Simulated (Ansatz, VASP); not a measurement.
## Cross-check of GaAs between VASP and Ansatz

One calculation is typed for both programs; each brings its own data sets. How far apart do they land? The structure shown comes from an earlier Ansatz run, which isn't shown and may have moved the atoms alone.

Main program and level: Ansatz 0.2.0; plane waves, with VASP 6.6.1 beside it; elastic constants at PBE.

## Step 1: Starting point

The structure is cubic, space group F-43m (No. 216). The conventional cell has a = 5.745 Å, b = 5.745 Å, c = 5.745 Å, α = 90.00°, β = 90.00°, γ = 90.00°. Nearest to Ga lie 4 As at 2.49 Å. As has 4 Ga at 2.49 Å nearest. Farther neighbours are not listed.

As a file:

```cif
data_structure
_symmetry_space_group_name_H-M 'P 1'
_symmetry_Int_Tables_number 1
_cell_length_a 4.0624
_cell_length_b 4.0624
_cell_length_c 4.0624
_cell_angle_alpha 60.000
_cell_angle_beta 60.000
_cell_angle_gamma 60.000
_cell_volume 47.41
loop_
_atom_site_label
_atom_site_type_symbol
_atom_site_fract_x
_atom_site_fract_y
_atom_site_fract_z
_atom_site_occupancy
Ga1 Ga 0.00000 0.00000 0.00000 1
As2 As 0.25000 0.25000 0.25000 1
```

## Step 2: Ansatz: elastic constants, PBE

Ansatz runs on its default PAW (the set named soft_2) files.

Elastic constants are differences of stresses under small strains, so they test the stress and the mesh.

input.yaml reads:

```yaml
crystal:
  lattice:
    - [0.0, 2.8725445705, 2.8725445705]
    - [2.8725445705, 0.0, 2.8725445705]
    - [2.8725445705, 2.8725445705, 0.0]
  atoms:
    - { symbol: Ga, position: [0.0, 0.0, 0.0] }
    - { symbol: As, position: [0.25, 0.25, 0.25] }
kpoints:
  mp_grid: { grid: [10, 10, 10] }
hamiltonian:
  xc: pbe
scf:
  occupations: { method: gaussian, width: 0.02 }
output:
  forces: true
  stress: true
  eigenvalues: true
elastic:
  mode: relaxed_ion
basis:
  ecutwfc: 320
```

Run with:

```bash
ansatz run input.yaml --threads 8 --pin off --max-ram 14336MiB --backend cpu --events-out ev --progress --plain --runs-dir out
```

Numbers of over 12 decimals in the logs are rounded to 6 here.

Output:

```text
Warning: basis.ecutwfc = 320 eV is below the records' recommended 420 eV, and the density's cutoff is lower with it unless basis.ecutrho_ratio is high enough to keep the records' density cutoff: compare with a run at a higher cutoff
Engine: ansatz 0.2.0, aarch64-unknown-linux-gnu
Pseudopotentials: kind: paw
Pseudopotential: Ga, paw, valence charge 13, recommended cutoff 420 eV (normal), Ga.paw.azcp
Pseudopotential: As, paw, valence charge 15, recommended cutoff 420 eV (normal), As.paw.azcp
Functional definition: PBE
  parameter kappa = 0.804
  parameter beta = 0.066725
  exchange = pbe_x(kappa = kappa, mu = beta*pi^2/3)
  correlation = pbe_c(beta = beta)
Crystal: 2 atoms, lattice volume = 47.406 Å³
Basis set: ecut = 320 eV, 609 PW (Γ), exchange–correlation on 48×48×48 points (8 copies of the dense FFT grid, shifted against one another)
Bands: 18, of which v1, the nominal top of the filled ones, is band 14 counted from 1 (13 counted from 0)
Symmetry: 24 space group operations
Space group: F-43m (ITA 216), of the structure as read, at distance tolerance 3.6e-5 Å
k-points: 47 of 1000 (time reversal used)
Non-local potential: Ga, projectors of the file, l = 0: 2, l = 1: 2, l = 2: 3, l = 3: 1
Non-local potential: As, projectors of the file, l = 0: 2, l = 1: 2, l = 2: 3, l = 3: 1
PAW form: soft (Blöchl's): semilocal exchange-correlation on the pseudo side does not see the compensation charge
PAW one-centre angular grid: Ga, 590 points (default); XC on 64 Gauss nodes
PAW one-centre angular grid: As, 590 points (default); XC on 64 Gauss nodes
Initial density: superposition of atomic densities (neutral atoms: chi_scale 0, normalization atom), corrected by the library's trained network
Initial wavefunctions: pseudopotential atomic-orbital guess
Functional: x = pbe(κ = 0.804, μ = 0.219515), c = pbe(β = 0.066725)
SCF iter   1: F=—  HF=-8639.798064 eV  |F-HF|=—  |Δ(HF+E_count)|=         —  Δρ=2.11e-3  dr2=3.16e-3  ethr=1.77e-3  ⟨swp⟩=6.0  Hψ=3797  notcnv=0
preconditioner: auto → none  [insulator: Δε(μ)=0.145 eV  Ē_g=15.268 eV  σ=0.020 eV  W_gap=1.00  n_scr=14 (ndim 8)  ℏωp=22.9 eV  f_vac=0.102  D(μ)=0.00/eV (n_scr^D=0)  ε∞_Penn≈3.2]
SCF iter   2: F=—  HF=-8639.796028 eV  |F-HF|=—  |Δ(HF+E_count)|=   2.04e-3  Δρ=9.09e-4  dr2=2.57e-4  ethr=1.13e-5  ⟨swp⟩=2.0  Hψ=1840  notcnv=0
SCF iter   3: F=—  HF=-8639.796133 eV  |F-HF|=—  |Δ(HF+E_count)|=   1.06e-4  Δρ=4.28e-4  dr2=5.94e-5  ethr=9.18e-7  ⟨swp⟩=2.1  Hψ=1304  notcnv=0
SCF iter   4: F=—  HF=-8639.796158 eV  |F-HF|=—  |Δ(HF+E_count)|=   2.51e-5  Δρ=1.13e-4  dr2=7.91e-6  ethr=2.12e-7  ⟨swp⟩=2.1  Hψ=1313  notcnv=0
SCF iter   5: F=—  HF=-8639.796155 eV  |F-HF|=—  |Δ(HF+E_count)|=   3.77e-6  Δρ=1.87e-5  dr2=1.18e-7  ethr=2.83e-8  ⟨swp⟩=2.0  Hψ=1269  notcnv=0
SCF iter   6: F=—  HF=-8639.796155 eV  |F-HF|=—  |Δ(HF+E_count)|=   1.21e-7  Δρ=5.78e-6  dr2=1.08e-8  ethr=4.22e-10  ⟨swp⟩=2.0  Hψ=1476  notcnv=0
SCF iter   7: F=—  HF=-8639.796155 eV  |F-HF|=—  |Δ(HF+E_count)|=   1.39e-8  Δρ=6.86e-7  dr2=1.01e-10  ethr=3.87e-11  ⟨swp⟩=2.0  Hψ=1504  notcnv=0
SCF iter   8: F=—  HF=-8639.796155 eV  |F-HF|=—  |Δ(HF+E_count)|=  1.24e-10  Δρ=9.69e-8  dr2=1.69e-12  ethr=3.59e-13 (applied; sched 1.00e-12)  ⟨swp⟩=2.0  Hψ=1504  notcnv=0
SCF iter   9: F=-8639.796155 eV  HF=-8639.796155 eV  |F-HF|=0.00e0  |Δ(HF+E_count)|=  1.09e-11  Δρ=1.31e-8  dr2=3.82e-14  ethr=1.00e-12  ⟨swp⟩=4.9  Hψ=3044  notcnv=0
SCF 1 converged in 9 iterations: F = -8639.796155 eV  dr2 = 3.82e-14
  greatest PAW one-centre occupation: 0.999 electrons in one spin orbital (limit 2), on the As atom at site 1 (counted from 0), in its partial waves of l = 2
Crystal: 2 atoms, lattice volume = 47.216 Å³
Symmetry: 8 space group operations
k-points: 102 of 1000 (time reversal used)
Initial density: handed on by an earlier stage of this run
Initial wavefunctions: those handed on with the density
iter 1 solved again at ethr=7.92e-8 eV; its pass at ethr=3.10e-3 eV (dr2=2.22e-5 eV) is discarded
[...]
preconditioner: auto → none  [insulator: Δε(μ)=0.170 eV  Ē_g=15.310 eV  σ=0.020 eV  W_gap=1.00  n_scr=14 (ndim 8)  ℏωp=22.9 eV  f_vac=0.090  D(μ)=0.00/eV (n_scr^D=0)  ε∞_Penn≈3.2]
[...]
SCF 15 converged in 6 iterations: F = -8639.795553 eV  dr2 = 4.41e-14
[...]
SCF 16 converged in 10 iterations: F = -8639.795149 eV  dr2 = 1.55e-14
relax step   1: F+E_penalty+E_count = -8639.79514871 eV  Δ(F+E_penalty+E_count) = +0.000e0 eV  max|allowed force component| = 2.428e-2 eV/Å  Δτ_max = 0.0000 Å  (10 SCF iters, accepted)
[...]
SCF iter   6: F=—  HF=-8639.795184 eV  |F-HF|=—  |Δ(HF+E_count)|=  5.82e-11  Δρ=1.22e-7  dr2=5.07e-12  ethr=3.71e-13 (applied; sched 1.00e-12)  ⟨swp⟩=2.0  Hψ=4617  notcnv=0
SCF iter   7: F=—  HF=-8639.795184 eV  |F-HF|=—  |Δ(HF+E_count)|=    0.00e0  Δρ=2.96e-8  dr2=2.06e-13  ethr=1.81e-14 (applied; sched 1.00e-12)  ⟨swp⟩=2.1  Hψ=4961  notcnv=0
SCF iter   8: F=-8639.795184 eV  HF=-8639.795184 eV  |F-HF|=1.82e-12  |Δ(HF+E_count)|=  1.82e-12  Δρ=3.93e-9  dr2=3.72e-15  ethr=1.00e-12  ⟨swp⟩=4.0  Hψ=9459  notcnv=0
SCF 17 converged in 8 iterations: F = -8639.795184 eV  dr2 = 3.72e-15
relax step   2: F+E_penalty+E_count = -8639.79518400 eV  Δ(F+E_penalty+E_count) = -3.529e-5 eV  max|allowed force component| = 2.453e-7 eV/Å  Δτ_max = 0.0015 Å  (8 SCF iters, accepted)
iter 1 solved again at ethr=1.00e-12 eV; its pass at ethr=3.10e-3 eV (dr2=6.53e-12 eV) is discarded
SCF iter   1: F=—  HF=-8639.795182 eV  |F-HF|=—  |Δ(HF+E_count)|=         —  Δρ=1.62e-7  dr2=7.45e-12  ethr=1.00e-12  ⟨swp⟩=2.1  Hψ=15148  notcnv=0
SCF iter   2: F=—  HF=-8639.795184 eV  |F-HF|=—  |Δ(HF+E_count)|=   1.89e-6  Δρ=1.05e-7  dr2=5.15e-12  ethr=2.66e-14 (applied; sched 1.00e-12)  ⟨swp⟩=3.0  Hψ=6991  notcnv=0
SCF iter   3: F=—  HF=-8639.795184 eV  |F-HF|=—  |Δ(HF+E_count)|=    0.00e0  Δρ=6.08e-8  dr2=1.26e-12  ethr=1.84e-14 (applied; sched 1.00e-12)  ⟨swp⟩=1.5  Hψ=3179  notcnv=0
SCF iter   4: F=—  HF=-8639.795184 eV  |F-HF|=—  |Δ(HF+E_count)|=    0.00e0  Δρ=3.95e-8  dr2=4.62e-13  ethr=4.48e-15 (applied; sched 1.00e-12)  ⟨swp⟩=1.0  Hψ=3078  notcnv=0
SCF iter   5: F=—  HF=-8639.795184 eV  |F-HF|=—  |Δ(HF+E_count)|=  3.64e-12  Δρ=2.87e-8  dr2=2.30e-13  ethr=1.65e-15 (applied; sched 1.00e-12)  ⟨swp⟩=1.0  Hψ=3078  notcnv=0
SCF iter   6: F=-8639.795184 eV  HF=-8639.795184 eV  |F-HF|=1.82e-12  |Δ(HF+E_count)|=  1.82e-12  Δρ=1.55e-8  dr2=6.78e-14  ethr=1.00e-12  ⟨swp⟩=2.5  Hψ=9329  notcnv=0
SCF 18 converged in 6 iterations: F = -8639.795184 eV  dr2 = 6.78e-14
SCF converged after 9 iterations
Free energy (F): -8639.796155 eV
Harris-Foulkes:  -8639.796155 eV  (|F-HF|=0.00e0)
Internal energy: -8639.796155 eV  (E = F + TS)
E sigma→0 (E₀):  -8639.796155 eV
Fermi energy:    7.624528 eV
--- Per-component energies (eV) ---
  E_band       = -328.549078
  E_kinetic    = 217.981847
  E_local      = -3986.294100  (includes V_loc(G=0)·N_el)
  E_nonlocal   = -243.470833
  E_hartree    = 2002.021337
  E_xc         = -147.762649
  E_vxc        = -136.538527  (∫ρ·V_xc dr)
  E_paw        = -3826.475530  (= ΣΔE_a)
  E_vpaw       = -184.272086  (= ΣTr[D̂ρ^β])
  E_aug_tail   = 0.001955  (compensation charges beyond the density's cutoff)
  E_ewald      = -2655.798180
  E_smearing   = -0.000000  (= −TS)
  E_closure    = 0.000000  (closes the sum)
  Σ components = -8639.796155   (vs F -8639.796155, Δ=0.00e0)
--- Forces (eV/Å), atoms counted from 1 ---
  atom   1  Ga     0.00000000    -0.00000000    -0.00000000
  atom   2  As    -0.00000000     0.00000000     0.00000000
  max |Σ_I F_I| component: 1.67e-16 eV/Å
--- Stress (GPa, compression-positive) ---
        0.058230      -0.000000      -0.000000
       -0.000000       0.058230       0.000000
       -0.000000       0.000000       0.058230
  P = ⅓ Tr σ = 0.0582 GPa (0.582 kbar)
--- Band table (eV; the first three rows and the last of 47) ---
  k-point 0: bands = [... 10 lower, -4.8503, 7.5454, 7.5454, 7.5454, 7.7009, 11.2747, 11.2747, 11.2747]
  k-point 1: bands = [... 10 lower, -4.7413, 5.9778, 7.3987, 7.3987, 8.7789, 11.4820, 11.4951, 11.4951]
  k-point 2: bands = [... 10 lower, -4.4280, 4.2891, 7.0792, 7.0792, 8.9527, 11.9362, 11.9362, 12.5260]
  k-point 46: bands = [... 10 lower, -2.5165, 1.1001, 4.3003, 4.4735, 11.4443, 11.4481, 13.6990, 14.1404]
--- Elastic constants: 2 strain directions × 4 members + reference (group order 24) ---
  dense FFT box of the reference and of every strained cell: 24×24×24
  strains applied: 11, 23; error gains: componentwise 1.00 (the most a stress slope's error grows in a printed constant), spectral 1.73 (1 for all six strains in a standard setting)
  C = ∂σ_k/∂η_j (tension-positive GPa; Voigt order 11 22 33 23 13 12):
        97.800     40.685     40.685      0.000     -0.000     -0.000
        40.685     97.800     40.685      0.000     -0.000     -0.000
        40.685     40.685     97.800      0.000     -0.000     -0.000
         0.000      0.000      0.000     50.388     -0.000     -0.000
        -0.000     -0.000      0.000      0.000     50.388      0.000
        -0.000      0.000     -0.000      0.000      0.000     50.388
  reference stress σ⁰ (GPa):     -0.058     -0.058     -0.058     -0.000      0.000      0.000
  C* (energy form; C + prestress term) asymmetry max|C*_kj − C*_jk| = 2.132e-14 GPa — a small one proves nothing (zero by symmetry where the batch's group is 432, −43m or m−3m); a large one is finite-difference/SCF noise where every solve meets its electron count
  moduli (Voigt/Reuss/Hill, GPa): K = 59.72/59.72/59.72   G = 41.66/38.59/40.12   E = 98.34   ν = 0.226
  mechanically stable: yes (min eigenvalue of sym C = 50.39 GPa)
  strain η (Voigt 11):  stress-route row diagonal C_11 = 97.80 GPa, energy-path curvature d²(F+E_count+ΔE)/dδ²/Ω₀ = 106.00 GPa
    cells at ±δ against ±2δ: C11 97.83 and 97.93 GPa, apart by 0.10 % of the column's largest entry
         δ    σ_11 (GPa)             F (eV)   n_scf  n_hpsi   n_pw
    -4.000e-3      -0.4567       -8639.7949634       8   34509    636   relax 0 steps, max|allowed force component| 2.78e-17 eV/Å
    -2.000e-3      -0.2577       -8639.7953764       8   43794    636   relax 0 steps, max|allowed force component| 9.93e-17 eV/Å
     2.000e-3       0.1337       -8639.7955205       7   40032    636   relax 0 steps, max|allowed force component| 2.78e-17 eV/Å
     4.000e-3       0.3267       -8639.7951388       9   37189    636   relax 0 steps, max|allowed force component| 2.78e-17 eV/Å
  strain η (Voigt 23):  stress-route row diagonal C_44 = 50.39 GPa, energy-path curvature d²(F+E_count+ΔE)/dδ²/Ω₀ = 66.12 GPa
    cells at ±δ against ±2δ: C44 50.33 and 50.14 GPa, apart by 0.37 % of the column's largest entry
         δ    σ_23 (GPa)             F (eV)   n_scf  n_hpsi   n_pw
    -4.000e-3      -0.2006       -8639.7951840       6   42277    636   relax 3 steps, max|allowed force component| 6.76e-8 eV/Å
    -2.000e-3      -0.1007       -8639.7955531       6   41213    636   relax 2 steps, max|allowed force component| 2.97e-7 eV/Å
     2.000e-3       0.1007       -8639.7955531       6   41193    636   relax 2 steps, max|allowed force component| 2.57e-12 eV/Å
     4.000e-3       0.2006       -8639.7951840       6   42035    636   relax 2 steps, max|allowed force component| 2.45e-7 eV/Å
```

(Part 1 of 2 ends here.)

[Lines on the potential files, build, host, timing and source positions are cut from VASP's logs without a mark.]

[Logs are printed without paths, hosts, clocks, repeated set-up lines and the standing remarks that a program may print on its own settings, such as how far it seeks lower states.]

[Hosts, paths, dates, database ids (printed as entryN), source tags and the programs' standing remarks are cut or masked in the printed files.]
